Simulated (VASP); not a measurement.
```
CELL_PARAMETERS angstrom
      3.21900     0.00000     0.00000
     -1.60950     2.78774     0.00000
      0.00000     0.00000     5.17423
ATOMIC_POSITIONS crystal
  Ru 0.33333 0.66667 0.99948
  Ru 0.66667 0.33333 0.49948
  C  0.33333 0.66667 0.37552
  C  0.66667 0.33333 0.87552
```

Calculation: PBEsol GGA, VASP's PBE PAW potentials (set 64) (plane waves; VASP 6.6.1). Numerical set-up: 520 eV cut-off, Gaussian smearing of 0.050 eV, potentials Ru_pv C.

Give the energies of bands 9 to 21 at the high-symmetry points, in eV from the Fermi level.

```
band      Γ      M      K      A      L      H
----  -----  -----  -----  -----  -----  -----
9     -5.85  -6.46  -6.32  -6.20  -6.66  -5.89
10    -5.85  -5.86  -4.88  -6.20  -6.66  -5.89
11    -5.80  -5.26  -4.88  -5.62  -4.42  -5.49
12    -5.21  -4.20  -4.45  -5.62  -4.42  -5.49
13    -5.19  -4.19  -3.41  -5.62  -4.39  -3.56
14    -5.19  -3.18  -3.41  -5.62  -4.39  -3.56
15    -2.20  -2.05  -2.46  -1.31  -0.82  -2.37
16    -2.20  -1.16  -2.11  -1.31  -0.82  -2.37
17    -0.77  -0.90  -2.11  -1.31  -0.78   0.36
18    -0.77  -0.35  -1.95  -1.31  -0.78   0.36
19     0.54   0.00   0.01   3.95   0.43   1.21
20     4.68   0.79   2.32   3.95   0.43   1.21
21     4.72   1.24   2.64   5.72   3.29   1.45
```

It has no gap at this level: it comes out as a metal or semimetal.

The structure was generated: RuC was put into the wurtzite type (P6_3mc), which need not be its known phase. It was relaxed first, which changed the volume by -31 %.
